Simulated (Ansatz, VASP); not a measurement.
# SnO (Romarchite): VASP beside Ansatz

One calculation is typed for both programs; each brings its own data sets. How far apart do they land? The cell is taken from a series of runs on this material, whose earlier steps may have relaxed, scaled, displaced or heated it; both programs get it as it stands.

Main program and level: Ansatz 0.2.0; plane waves, with VASP 6.6.1 beside it; zone-centre phonons at PBEsol.

### Step 1. Starting point

The structure is tetragonal, space group P4/nmm (No. 129). The conventional cell has a = 3.806 Å, b = 3.806 Å, c = 4.751 Å, α = 90.00°, β = 90.00°, γ = 90.00°. Nearest to Sn lie 4 O at 2.22 Å. Nearest to O lie 4 Sn at 2.22 Å. Farther neighbours and most contacts between anions are not listed.

### Step 2. Ansatz: zone-centre phonons, PBEsol

Ansatz runs on its default PAW (the set named soft_2) files.

Second derivatives magnify differences that forces hide, and they need a tight electronic threshold.

input.yaml

```yaml
crystal:
  lattice:
    - [3.8056675152, 0.0, 0.0]
    - [0.0, 3.8056675152, 0.0]
    - [0.0, 0.0, 4.7512070704]
  atoms:
    - { symbol: Sn, position: [0.5, 0.0, 0.2424769365] }
    - { symbol: Sn, position: [0.0, 0.5, 0.7575230635] }
    - { symbol: O, position: [0.0, 0.0, 0.0] }
    - { symbol: O, position: [0.5, 0.5, 0.0] }
kpoints:
  mp_grid: { grid: [12, 12, 10] }
hamiltonian:
  xc: pbesol
scf:
  occupations: { method: methfessel_paxton, width: 0.2 }
output:
  eigenvalues: true
phonons:
  method: dfpt
```

On the command line:

```bash
$ ansatz run input.yaml --threads 4 --pin off --max-ram 16384MiB --backend cpu --events-out ev --progress --plain --runs-dir out
```

Numbers of over 12 decimals in the logs are rounded to 6 here.

What it wrote:

```text
zone centre: on kpoints.mp_grid the ground state, and the responses unless they are solved on pairs of k-points, stand on 294 of the mesh's 1440 k-points, reduced under 4 symmetry operations, with k and −k counted as one. Each operation leaves every solved displacement unchanged or reverses it
Engine: ansatz 0.2.0, aarch64-unknown-linux-gnu
Pseudopotentials: kind: paw
Pseudopotential: Sn, paw, valence charge 14, recommended cutoff 420 eV (normal), Sn.paw.azcp
Pseudopotential: O, paw, valence charge 6, recommended cutoff 420 eV (normal), O.paw.azcp
Functional definition: PBEsol
  exchange = pbesol_x
  correlation = pbesol_c
Crystal: 4 atoms, lattice volume = 68.812 Å³
Basis set: ecut = 420 eV, 1335 PW (Γ), exchange–correlation on 60×60×64 points (8 copies of the dense FFT grid, shifted against one another)
Bands: 24, of which v1, the nominal top of the filled ones, is band 20 counted from 1 (19 counted from 0)
Symmetry: 16 space group operations
k-points: 294 of 1440 (irreducible under 4 space group operations, time reversal used)
Non-local potential: Sn, projectors of the file, l = 0: 2, l = 1: 2, l = 2: 2, l = 3: 2
Non-local potential: O, projectors of the file, l = 0: 2, l = 1: 2, l = 2: 1
PAW form: soft (Blöchl's): semilocal exchange-correlation on the pseudo side does not see the compensation charge
PAW frozen core: Sn, regenerated for the run's functional, and the local potential with it (the file was generated under x = pbe(κ = 0.804, μ = 0.219515), c = pbe(β = 0.066725))
PAW frozen core: O, regenerated for the run's functional, and the local potential with it (the file was generated under x = pbe(κ = 0.804, μ = 0.219515), c = pbe(β = 0.066725))
PAW one-centre angular grid: Sn, 590 points (default); XC on 64 Gauss nodes
PAW one-centre angular grid: O, 110 points (default); XC on 64 Gauss nodes
Initial density: superposition of atomic densities (neutral atoms: chi_scale 0, normalization atom), corrected by the library's trained network
Initial wavefunctions: pseudopotential atomic-orbital guess
Functional: x = pbesol(κ = 0.804, μ = 0.123457), c = pbesol(β = 0.046)
SCF iter   1: F=—  HF=-13021.447014 eV  |F-HF|=—  |Δ(HF+E_count)|=         —  Δρ=1.40e-2  dr2=1.12e-1  ethr=1.77e-3  ⟨swp⟩=5.4  Hψ=30627  notcnv=0
preconditioner: auto → Resta (q_TF=auto, 2.492 Å⁻¹)  ε∞=3.5  [insulator: Δε(μ)=0.138 eV  Ē_g=17.990 eV  σ=0.200 eV  W_gap=0.52  n_scr=18 (ndim 8)  ℏωp=28.3 eV  f_vac=0.014  D(μ)=0.22/eV (n_scr^D=0)  ε∞_Penn≈3.5]
SCF iter   2: F=—  HF=-13021.423215 eV  |F-HF|=—  |Δ(HF+E_count)|=   2.38e-2  S|Δr|=    0.00e0  Δρ=4.65e-3  dr2=1.36e-2  ethr=2.80e-4  ⟨swp⟩=2.0  Hψ=12437  notcnv=0
preconditioner: auto → Kerker (q_TF=auto, 2.492 Å⁻¹)  [metal: Δε(μ)=0.088 eV  Ē_g=18.038 eV  σ=0.200 eV  W_gap=0.36  n_scr=18 (ndim 8)  ℏωp=28.3 eV  f_vac=0.013  D(μ)=0.15/eV (n_scr^D=0)]
SCF iter   3: F=—  HF=-13021.420465 eV  |F-HF|=—  |Δ(HF+E_count)|=   2.75e-3  S|Δr|=    0.00e0  Δρ=1.25e-3  dr2=1.33e-3  ethr=3.41e-5  ⟨swp⟩=2.0  Hψ=9081  notcnv=0
SCF iter   4: F=—  HF=-13021.420253 eV  |F-HF|=—  |Δ(HF+E_count)|=   2.12e-4  S|Δr|=    0.00e0  Δρ=3.22e-4  dr2=1.36e-4  ethr=3.32e-6  ⟨swp⟩=2.5  Hψ=12808  notcnv=0
SCF iter   5: F=—  HF=-13021.420244 eV  |F-HF|=—  |Δ(HF+E_count)|=   9.25e-6  S|Δr|=    0.00e0  Δρ=1.18e-4  dr2=1.89e-5  ethr=3.40e-7  ⟨swp⟩=2.9  Hψ=13410  notcnv=0
SCF iter   6: F=—  HF=-13021.420245 eV  |F-HF|=—  |Δ(HF+E_count)|=   1.71e-6  S|Δr|=    0.00e0  Δρ=3.36e-5  dr2=1.02e-6  ethr=4.72e-8  ⟨swp⟩=2.2  Hψ=9462  notcnv=0
SCF iter   7: F=—  HF=-13021.420246 eV  |F-HF|=—  |Δ(HF+E_count)|=   3.14e-7  S|Δr|=    0.00e0  Δρ=1.21e-5  dr2=9.18e-8  ethr=2.56e-9  ⟨swp⟩=2.0  Hψ=12832  notcnv=0
SCF iter   8: F=—  HF=-13021.420246 eV  |F-HF|=—  |Δ(HF+E_count)|=   5.13e-8  S|Δr|=    0.00e0  Δρ=2.79e-6  dr2=6.36e-9  ethr=2.29e-10  ⟨swp⟩=2.0  Hψ=12886  notcnv=0
SCF iter   9: F=—  HF=-13021.420246 eV  |F-HF|=—  |Δ(HF+E_count)|=   1.37e-9  S|Δr|=    0.00e0  Δρ=9.93e-7  dr2=9.02e-10  ethr=1.59e-11  ⟨swp⟩=2.0  Hψ=12853  notcnv=0
SCF iter  10: F=—  HF=-13021.420246 eV  |F-HF|=—  |Δ(HF+E_count)|=  7.28e-11  S|Δr|=    0.00e0  Δρ=2.18e-7  dr2=5.70e-11  ethr=2.25e-12  ⟨swp⟩=2.0  Hψ=12407  notcnv=0
SCF iter  11: F=-13021.420246 eV  HF=-13021.420246 eV  |F-HF|=0.00e0  |Δ(HF+E_count)|=  1.82e-12  S|Δr|=    0.00e0  Δρ=8.17e-8  dr2=8.64e-12  ethr=1.00e-12  ⟨swp⟩=6.0  Hψ=31318  notcnv=0
SCF 1 converged in 11 iterations: F = -13021.420246 eV  dr2 = 8.64e-12
  greatest PAW one-centre occupation: 0.994 electrons in one spin orbital (limit 2), on the Sn atom at site 1 (counted from 0), in its partial waves of l = 2
DFPT response loops at Γ: preconditioner auto → Kerker (q_TF=auto, 2.492 Å⁻¹) (partly filled bands, converged f_vac=0.010); β = 1.00, the filter's whole step (`scf.mixing.beta` (0.50) is not read by the response loops under this deck's `scf.mixing.preconditioner`; to damp them name `kerker` or `kerker_dos`, under which they read `scf.mixing.beta`, and type it under 1.00, their step now; both keys bind the ground state too); Broyden in place of MSR1
SCF converged after 11 iterations
Stability not checked: this state was not tested for a lower state beside it, because cold or Methfessel-Paxton smearing, or corrected tetrahedra, fill the levels in a way that the test cannot read (fill_not_monotonic; see scf.lower_state_search)
Free energy (F): -13021.420246 eV
Harris-Foulkes:  -13021.420246 eV  (|F-HF|=0.00e0)
Internal energy: -13021.420942 eV  (E = F + TS)
E sigma→0 (E₀):  -13021.420420 eV
Entropy (-TS):   0.000696 eV (0.174 meV/atom)
Fermi energy:    10.137594 eV
--- Per-component energies (eV) ---
  E_band       = -179.403005
  E_kinetic    = 723.745400
  E_local      = -2592.867664  (includes V_loc(G=0)·N_el)
  E_nonlocal   = 36.352512
  E_hartree    = 1407.637793
  E_xc         = -904.384491
  E_vxc        = -381.002914  (∫ρ·V_xc dr)
  E_paw        = -8435.140609  (= ΣΔE_a)
  E_vpaw       = -780.910581  (= ΣTr[D̂ρ^β])
  E_aug_tail   = 0.004789  (compensation charges beyond the density's cutoff)
  E_ewald      = -3257.408926
  E_core_change = 0.640255  (= ΣΔE_core)
  E_smearing   = 0.000696  (= −TS)
  E_closure    = 0.000000  (closes the sum)
  Σ components = -13021.420246   (vs F -13021.420246, Δ=0.00e0)
--- Band table (eV; the first three rows and the last of 294) ---
  k-point 0: bands = [... 16 lower, 6.5906, 6.8981, 6.8981, 10.0770, 12.2292, 14.6104, 14.6280, 14.6280]
  k-point 1: bands = [... 16 lower, 6.5829, 6.8967, 6.8967, 10.0124, 12.0684, 14.2739, 14.2739, 14.6513]
  k-point 2: bands = [... 16 lower, 6.5616, 6.8928, 6.8928, 9.7563, 11.7885, 13.7183, 13.7183, 14.5280]
  k-point 293: bands = [... 16 lower, 7.2728, 7.2728, 7.5679, 7.5679, 12.3510, 12.3510, 14.2350, 14.2350]
--- Phonons (Γ-DFPT): 4 representative perturbations + reference, on 294 of 1440 k-points (Σ response iterations 13) ---
  k mesh reduced under 4 symmetry operations, with k and −k counted as one. Each operation leaves every solved displacement unchanged or reverses it
  ASR residual: 6.862e-5 → 0.000e0 eV/Å²; symmetrization residual: 3.308e-6 eV/Å²
  ASR residual per site (eV/Å²): 3.76e-6 3.76e-6 6.86e-5 6.86e-5
  Γ frequencies (cm⁻¹): 0.00 0.00 0.00 112.65 112.65 206.27 264.18 264.18 345.44 363.06 456.61 456.61
  non-analytic LO–TO correction: not included (Born effective charges unavailable; polar crystals: no LO–TO splitting at Γ)
```

In the SCF lines HF is the Harris–Foulkes energy and dr2 the Hartree energy of the density residual, in eV; the loop may stop once dr2 is under the threshold and the program's other checks hold. Hψ counts applications of the Hamiltonian.

(Part 1 of 2 ends here.)

[Lines on the potential files, build, host, timing and source positions are cut from VASP's logs without a mark.]

[Logs are printed without paths, hosts, clocks, repeated set-up lines and the standing remarks that a program may print on its own settings, such as how far it seeks lower states.]

[Hosts, paths, dates, database ids (printed as entryN), source tags and the programs' standing remarks are cut or masked in the printed files.]
